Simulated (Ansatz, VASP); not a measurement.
## Cross-check of Ba2Be between VASP and Ansatz

One calculation is typed for both programs; each brings its own data sets and cutoff. How far apart do they land? The cell is invented: other elements were put on sites of a known structure type. It may not be a known or stable phase. The cell is taken from a series of VASP runs on this material, whose earlier steps may have relaxed, scaled or displaced it; both programs get it as it stands.

Program: Ansatz 0.2.0. Level of theory: plane waves, with VASP 6.6.1 beside it; single point at PBE. Results are calculated unless marked as measured.

## 1. Set-up

Symmetry: P6/mmm, No. 191, hexagonal system. Conventional cell: a = 5.873 Å, b = 5.873 Å, c = 3.522 Å, α = 90.00°, β = 90.00°, γ = 120.00°. Nearest to Ba lie 5 Ba at 3.39 to 3.52 Å and 6 Be at 3.82 Å. Be has 2 Be at 3.52 Å and 12 Ba at 3.82 Å nearest. Farther neighbours are not listed.

## 2. Ansatz: single point, PBE

Ansatz runs on its default PAW (the set named soft_2) files.

A single point gives forces, pressure and levels at one fixed geometry, so differences don't come from the geometry; what else differs is listed under the comparison.

input.yaml

```yaml
crystal:
  lattice:
    - [5.8731014894, 0.0, 0.0]
    - [-2.9365507447, 5.0862550753, 0.0]
    - [0.0, 0.0, 3.5221919301]
  atoms:
    - { symbol: Ba, position: [0.33333333, 0.66666667, 0.5] }
    - { symbol: Ba, position: [0.66666667, 0.33333333, 0.5] }
    - { symbol: Be, position: [0.0, 0.0, 0.0] }
hamiltonian:
  xc: pbe
  pseudopotentials: { kind: paw }
kpoints:
  mp_grid: { grid: [5, 5, 6] }
scf:
  occupations: { method: fermi_dirac, width: 0.05 }
  n_extra_bands: 4
output:
  forces: true
  stress: true
  eigenvalues: true
  write_density: true
  write_potential: true
  elf: true
  volumetric_format: npy
```

On the command line:

```sh
> ansatz run input.yaml --threads 2 --pin off --max-ram 4608MiB --backend cpu --events-out ev --progress --plain --runs-dir out
```

Numbers of over 12 decimals in the logs are rounded to 6 here.

The program printed:

```text
scf.n_extra_bands = 4 over 11 filled bands (N_el = 22.0): the run solves 15 bands
Engine: ansatz 0.2.0, aarch64-unknown-linux-gnu
Pseudopotentials: kind: paw
Pseudopotential: Ba, paw, valence charge 10, recommended cutoff 420 eV (normal), Ba.paw.azcp
Pseudopotential: Be, paw, valence charge 2, recommended cutoff 420 eV (normal), Be.paw.azcp
Functional definition: PBE
  parameter kappa = 0.804
  parameter beta = 0.066725
  exchange = pbe_x(kappa = kappa, mu = beta*pi^2/3)
  correlation = pbe_c(beta = beta)
Crystal: 3 atoms, lattice volume = 105.215 Å³
Basis set: ecut = 420 eV, 2051 PW (Γ), exchange–correlation on 80×80×48 points (8 copies of the dense FFT grid, shifted against one another)
Bands: 15, of which v1, the nominal top of the filled ones, is band 11 counted from 1 (10 counted from 0)
Symmetry: 24 space group operations
Space group: P6/mmm (ITA 191), of the structure as read, at distance tolerance 4.7e-5 Å
k-points: 20 of 150
Non-local potential: Ba, projectors of the file, l = 0: 3, l = 1: 2, l = 2: 2, l = 3: 2
Non-local potential: Be, projectors of the file, l = 0: 2, l = 1: 2, l = 2: 1
PAW form: soft (Blöchl's): semilocal exchange-correlation on the pseudo side does not see the compensation charge
PAW one-centre angular grid: Ba, 194 points (default); XC on 64 Gauss nodes
PAW one-centre angular grid: Be, 110 points (default); XC on 64 Gauss nodes
Initial density: superposition of atomic densities (neutral atoms: chi_scale 0, normalization atom), corrected by the library's trained network
Initial wavefunctions: pseudopotential atomic-orbital guess
Functional: x = pbe(κ = 0.804, μ = 0.219515), c = pbe(β = 0.066725)
SCF iter   1: F=—  HF=-11989.634333 eV  |F-HF|=—  |Δ(HF+E_count)|=         —  Δρ=1.77e-3  dr2=4.69e-3  ethr=1.77e-3  ⟨swp⟩=9.7  Hψ=2114  notcnv=0
preconditioner: auto → none  [metal: Δε(μ)=0.012 eV  Ē_g=10.904 eV  σ=0.050 eV  W_gap=0.06  n_scr=8 (ndim 8)  ℏωp=15.4 eV  f_vac=0.000  D(μ)=5.57/eV (n_scr^D=56)  sad-step TF]
SCF iter   2: F=—  HF=-11989.635330 eV  |F-HF|=—  |Δ(HF+E_count)|=   9.97e-4  Δρ=1.07e-3  dr2=1.60e-3  ethr=2.13e-5  ⟨swp⟩=1.7  Hψ=519  notcnv=0
SCF iter   3: F=—  HF=-11989.635688 eV  |F-HF|=—  |Δ(HF+E_count)|=   3.58e-4  Δρ=2.70e-4  dr2=2.85e-4  ethr=7.29e-6  ⟨swp⟩=2.3  Hψ=490  notcnv=0
SCF iter   4: F=—  HF=-11989.635632 eV  |F-HF|=—  |Δ(HF+E_count)|=   5.55e-5  Δρ=9.48e-5  dr2=1.11e-5  ethr=1.29e-6  ⟨swp⟩=2.0  Hψ=362  notcnv=0
SCF iter   5: F=—  HF=-11989.635650 eV  |F-HF|=—  |Δ(HF+E_count)|=   1.77e-5  Δρ=3.46e-5  dr2=4.50e-6  ethr=5.07e-8  ⟨swp⟩=2.3  Hψ=517  notcnv=0
SCF iter   6: F=—  HF=-11989.635650 eV  |F-HF|=—  |Δ(HF+E_count)|=   5.85e-7  Δρ=1.28e-5  dr2=7.29e-7  ethr=2.05e-8  ⟨swp⟩=1.9  Hψ=344  notcnv=0
SCF iter   7: F=-11989.635649 eV  HF=-11989.635649 eV  |F-HF|=2.60e-8  |Δ(HF+E_count)|=   1.14e-7  Δρ=3.19e-6  dr2=3.69e-8  ethr=4.55e-10  ⟨swp⟩=7.0  Hψ=2105  notcnv=0
SCF 1 converged in 7 iterations: F = -11989.635649 eV  dr2 = 3.69e-8
  greatest PAW one-centre occupation: 0.955 electrons in one spin orbital (limit 2), on the Ba atom at site 1 (counted from 0), in its partial waves of l = 0
SCF converged after 7 iterations
Free energy (F): -11989.635649 eV
Harris-Foulkes:  -11989.635649 eV  (|F-HF|=2.60e-8)
Internal energy: -11989.593254 eV  (E = F + TS)
E sigma→0 (E₀):  -11989.614452 eV
Entropy (-TS):   -0.042396 eV (-14.132 meV/atom)
Fermi energy:    7.656671 eV
--- Per-component energies (eV) ---
  E_band       = -118.047320
  E_kinetic    = 352.786326
  E_local      = -680.622007  (includes V_loc(G=0)·N_el)
  E_nonlocal   = 119.530862
  E_hartree    = 226.002175
  E_xc         = -353.084598
  E_vxc        = -288.739371  (∫ρ·V_xc dr)
  E_paw        = -10511.345750  (= ΣΔE_a)
  E_vpaw       = -73.003022  (= ΣTr[D̂ρ^β])
  E_aug_tail   = -0.000004  (compensation charges beyond the density's cutoff)
  E_ewald      = -1142.860257
  E_smearing   = -0.042396  (= −TS)
  E_closure    = 0.000000  (closes the sum)
  Σ components = -11989.635649   (vs F -11989.635649, Δ=0.00e0)
--- Forces (eV/Å), atoms counted from 1 ---
  atom   1  Ba     0.00000000    -0.00000000     0.00000000
  atom   2  Ba     0.00000000     0.00000000     0.00000000
  atom   3  Be     0.00000000     0.00000000     0.00000000
  max |Σ_I F_I| component: 4.63e-18 eV/Å
--- Stress (GPa, compression-positive) ---
       -1.016828       0.000000       0.000000
        0.000000      -1.016828       0.000000
        0.000000       0.000000       0.071640
  P = ⅓ Tr σ = -0.6540 GPa (-6.540 kbar)
--- Band table (eV; the first three rows and the last of 20) ---
  k-point 0: bands = [... 7 lower, -5.0692, 3.8489, 7.4078, 7.5185, 7.5185, 8.9591, 10.3231, 10.3231]
  k-point 1: bands = [... 7 lower, -5.4865, 4.2484, 7.6804, 7.6804, 8.3469, 9.2198, 9.2198, 10.1599]
  k-point 2: bands = [... 7 lower, -5.3823, 5.2320, 7.6726, 7.6726, 8.0361, 8.0361, 8.3935, 10.5807]
  k-point 19: bands = [... 7 lower, -5.0994, 5.3640, 6.8425, 7.0343, 7.6760, 9.4434, 9.6020, 9.7574]
```

Run time: 2.8 s. Hardware: 2 threads of Arm Neoverse N1, shared host; peak memory 0.35 GiB.

The run ends at a pressure of -0.65 GPa.

## 3. VASP: single point, PBE

The same cell, functional, mesh and smearing now go to VASP, with its own data sets and cutoff.

Lines of VASP's logs that name or quote its potential files are left out, and so is its time.

INCAR

```
SYSTEM = Ba2Be
PREC = Accurate
ENCUT = 400
EDIFF = 1E-06
NELM = 100
ISMEAR = -1
SIGMA = 0.05
LREAL = .FALSE.
ALGO = Normal
GGA = PE
NBANDS = 17
LORBIT = 11
LWAVE = .FALSE.
LCHARG = .TRUE.
ISIF = 2
LELF = .TRUE.
LVHAR = .TRUE.
```

POSCAR

```
Ba2Be
1.0
    5.8731014894      0.0000000000      0.0000000000
   -2.9365507447      5.0862550753      0.0000000000
    0.0000000000      0.0000000000      3.5221919301
Ba Be
2 1
Direct
    0.3333333300      0.6666666700      0.5000000000
    0.6666666700      0.3333333300      0.5000000000
    0.0000000000      0.0000000000      0.0000000000
```

KPOINTS

```
Automatic mesh
0
Gamma
5 5 6
0 0 0
```

The projector-augmented-wave data sets are Ba_sv and Be (PBE family, release 64).

On the command line:

```sh
> mpirun -np 1 vasp_std
```

The program printed:

```text
[banner, memory and clock lines left out]
running    1 mpi-ranks, on    1 nodes
 distrk:  each k-point on    1 cores,    1 groups
 distr:  one band on    1 cores,    1 groups

 POSCAR found type information on POSCAR BaBe
 POSCAR found :  2 types and       3 ions
 LDA part: xc-table for (Slater+PW92), standard interpolation
 POSCAR, INCAR and KPOINTS ok, starting setup
 FFT: planning ... GRIDC
 FFT: planning ... GRID_SOFT
 FFT: planning ... GRID
 WAVECAR not read
 entering main loop
       N       E                     dE             d eps       ncg     rms          rms(c)
DAV:   1     0.135424079399E+03    0.13542E+03   -0.84718E+03   680   0.894E+02
DAV:   2     0.478015847262E+01   -0.13064E+03   -0.12725E+03   977   0.191E+02
DAV:   3    -0.499344339567E+01   -0.97736E+01   -0.96154E+01   957   0.559E+01
DAV:   4    -0.535306102812E+01   -0.35962E+00   -0.35920E+00  1072   0.752E+00
DAV:   5    -0.535504149601E+01   -0.19805E-02   -0.19803E-02   938   0.693E-01    0.527E+00
DAV:   6    -0.529409114112E+01    0.60950E-01   -0.72630E-02   846   0.162E+00    0.294E+00
DAV:   7    -0.527020745805E+01    0.23884E-01   -0.83796E-02   868   0.202E+00    0.223E-01
DAV:   8    -0.527083655777E+01   -0.62910E-03   -0.44437E-03  1070   0.333E-01    0.786E-02
DAV:   9    -0.527101214512E+01   -0.17559E-03   -0.54482E-04   892   0.147E-01    0.250E-02
DAV:  10    -0.527101804842E+01   -0.59033E-05   -0.11668E-04   942   0.486E-02    0.566E-03
DAV:  11    -0.527101465970E+01    0.33887E-05   -0.54959E-06   804   0.126E-02    0.446E-03
DAV:  12    -0.527101471945E+01   -0.59749E-07   -0.74436E-07   559   0.501E-03
   1 F= -.52710147E+01 E0= -.52499665E+01  d E =-.420964E-01
```

From OUTCAR (step 3):

```text
ion  position               nearest neighbor table
   1  0.333  0.667  0.500-   2 3.39   2 3.39   2 3.39
   2  0.667  0.333  0.500-   1 3.39   1 3.39   1 3.39
   3  0.000  0.000  0.000-

  LATTYP: Found a hexagonal cell.
 ALAT       =     5.8731014894
 C/A-ratio  =     0.5997158293

 Subroutine GETGRP returns: Found 24 space group operations
 (whereof 24 operations were pure point group operations)

The static configuration has the point symmetry D_6h.

 Found     20 irreducible k-points:

   k-points           NKPTS =     20   k-points in BZ     NKDIM =     20   number of bands    NBANDS=     17

   dimension x,y,z NGX =    40 NGY =   40 NGZ =   24
   dimension x,y,z NGXF=    80 NGYF=   80 NGZF=   48

   ENCUT  =  400.0 eV  29.40 Ry    5.42 a.u.   9.58  9.58  5.74*2*pi/ulx,y,z

   NELECT =      22.0000    total number of electrons

 k-points in reciprocal lattice and weights: Automatic mesh
   0.00000000  0.00000000  0.00000000       0.007
   0.20000000  0.00000000  0.00000000       0.040
   0.40000000  0.00000000  0.00000000       0.040
   0.20000000  0.20000000  0.00000000       0.040
   0.40000000  0.20000000  0.00000000       0.040
   0.00000000  0.00000000  0.16666667       0.013
   0.20000000  0.00000000  0.16666667       0.080
   0.40000000  0.00000000  0.16666667       0.080
   0.20000000  0.20000000  0.16666667       0.080
[...]
0.20000000  0.20000000  0.50000000       0.040
   0.40000000  0.20000000  0.50000000       0.040

 average (electrostatic) potential at core
       1 -38.0936       2 -38.0936       3 -37.8738

 E-fermi :   2.5917

 k-point     1 :       0.0000    0.0000    0.0000
  band No.  band energies     occupation
    ...
      8     -10.1861      2.00000
      9      -1.2418      2.00000
     10       2.3005      1.99411
     11       2.4261      1.92963
     12       2.4261      1.92963
     13       3.8509      0.00000
     14       5.2204      0.00000
     15       5.2204      0.00000
     16       5.6061      0.00000
     17       6.6829      0.00000

 k-point     2 :       0.2000    0.0000    0.0000
  band No.  band energies     occupation
    ...
      8     -10.2182      2.00000
      9      -0.9433      2.00000
     10       1.6584      2.00000
     11       2.4496      1.88988
     12       2.5947      0.97022
     13       3.5431      0.00000
     14       4.9308      0.00000
     15       5.0226      0.00000
     16       6.4600      0.00000
     17       6.5641      0.00000

 k-point     3 :       0.4000    0.0000    0.0000
  band No.  band energies     occupation
    ...
      7     -10.4554      2.00000
      8     -10.2921      2.00000
      9      -0.4862      2.00000
     10       1.2395      2.00000
     11       2.4699      1.83903
     12       2.8591      0.00948
     13       3.1011      0.00008
     14       4.0729      0.00000
     15       4.8399      0.00000
     16       6.3621      0.00000
    ...

  Total       -0.2698244     -0.2698244      0.4646349      0.0000000      0.0000000      0.0000000
  in kB       -4.1087824     -4.1087823      7.0752818      0.0000000      0.0000000      0.0000000
  external PRESSURE =      -0.3807610 kB  Pullay stress =       0.0000000 kB

  energy-cutoff  :      400.00
  volume of cell :      105.22
      direct lattice vectors                 reciprocal lattice vectors
     5.873101489  0.000000000  0.000000000     0.170267788  0.098304154  0.000000000
    -2.936550745  5.086255075  0.000000000     0.000000000  0.196608307  0.000000000
     0.000000000  0.000000000  3.522191930     0.000000000  0.000000000  0.283914114

 POSITION                                       TOTAL-FORCE (eV/Angst)
 -----------------------------------------------------------------------------------
     -0.00000      3.39084      1.76110         0.000000     -0.000000      0.000000
      2.93655      1.69542      1.76110        -0.000000      0.000000     -0.000000
      0.00000      0.00000      0.00000        -0.000000      0.000000      0.000000
 -----------------------------------------------------------------------------------
    total drift:                                0.000000     -0.000000      0.000000

  FREE ENERGIE OF THE ION-ELECTRON SYSTEM (eV)
  ---------------------------------------------------
  free  energy   TOTEN  =        -5.2710147194 eV

  energy  without entropy=       -5.2289182704  energy(sigma->0) =       -5.24996649

 total charge
# of ion       s       p       d       tot
------------------------------------------
    1        2.036   5.532   0.501   8.069
    2        2.036   5.532   0.501   8.069
    3        0.393   0.297   0.000   0.690
--------------------------------------------------
tot          4.466  11.361   1.002  16.828

[... 3 further parts left out ...]
```

The run ends at a pressure of -0.04 GPa.

## 4. Side by side

Known differences besides the potentials themselves: the cutoff is 420 eV in Ansatz and 400 eV in VASP; VASP leaves aspherical gradient terms in its spheres out (LASPH is not set), Ansatz keeps them. Total energies have different zeros and are not compared.

The two programs side by side:

```tsv
quantity	Ansatz	VASP	difference
pressure (GPa)	-0.65	-0.04	-0.62
```

## 5. Outcome

| Quantity | Value |
| --- | --- |
| difference in pressure (single point, PBE) | -0.62 GPa |

In words: The difference in pressure is -0.62 GPa (single point, PBE), within the 1 GPa picked in this series as the mark of a large difference. Such differences can come from data sets, numerical settings and the points named under the comparisons, not from the functional's error against experiment.

[Lines on the potential files, build, host, timing and source positions are cut from VASP's logs without a mark.]

[Logs are printed without paths, hosts, clocks, repeated set-up lines and the standing remarks that a program may print on its own settings, such as how far it seeks lower states.]

[Hosts, paths, dates, database ids (printed as entryN), source tags and the programs' standing remarks are cut or masked in the printed files.]
